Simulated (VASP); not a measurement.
Data:

```
In2AsSb
1.0
    6.30075     0.00000     0.00000
    0.00000     6.30075     0.00000
    0.00000     0.00000     6.31289
In Sb As
4 2 2
Direct
  0.00000   0.00000   0.98348
  0.50000   0.50000   0.98348
  0.50000   0.00000   0.51652
  0.00000   0.50000   0.51652
  0.25000   0.25000   0.25000
  0.75000   0.75000   0.25000
  0.75000   0.25000   0.75000
  0.25000   0.75000   0.75000
```

These are PBEsol GGA, VASP's PBE PAW potentials (set 64) (plane waves; VASP) values and carry that method's errors. Settings: 400 eV cut-off, 6×6×6 Γ-centred mesh, tetrahedra with Blöchl corrections, potentials In_d Sb As.

Problem. The job: In4As2Sb2 (ordered alloy cell), 8 atoms, PBEsol, static run, 400 eV, 6×6×6 Γ-centred mesh. Roughly how much core time does it take on a busy server core?

Solution. About 3 core-minutes (one run on a shared machine, a rough figure). It had 40 irreducible k-points, 43 bands, up to 4632 plane waves and 15 electronic steps.

The structure was generated: In4As2Sb2 was put into an ordered model structure (P-4m2), which need not be its known phase. It was relaxed first.
